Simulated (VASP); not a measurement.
Consider the following.

```yaml
crystal:
  lattice:
    - [3.66693, 0.00000, 0.00000]
    - [-1.83346, 3.17565, 0.00000]
    - [0.00000, 0.00000, 18.77547]
  atoms:
    - { symbol: S, position: [0.66667, 0.33333, 0.42102] }
    - { symbol: S, position: [0.33333, 0.66667, 0.57898] }
    - { symbol: Sn, position: [0.00000, 0.00000, 0.50000] }
```

Level of theory: PBE GGA with D3 dispersion (Becke-Johnson damping), VASP's PBE PAW potentials (set 64) (plane waves; VASP). Run with 400 eV cut-off, 6×6×1 Γ-centred mesh, Gaussian smearing of 0.050 eV, potentials S Sn_d.

The cell holds a wide vacuum, so values per volume refer to the whole cell.

Problem. What does the run give for the energy per atom (σ→0)?

Solution. 
```yaml
energy per atom (σ→0): -4.633 eV/atom
```

The absolute energy has meaning only against runs of the same code, potentials and settings.

The cell is a sheet with vacuum, built from a generated structure.
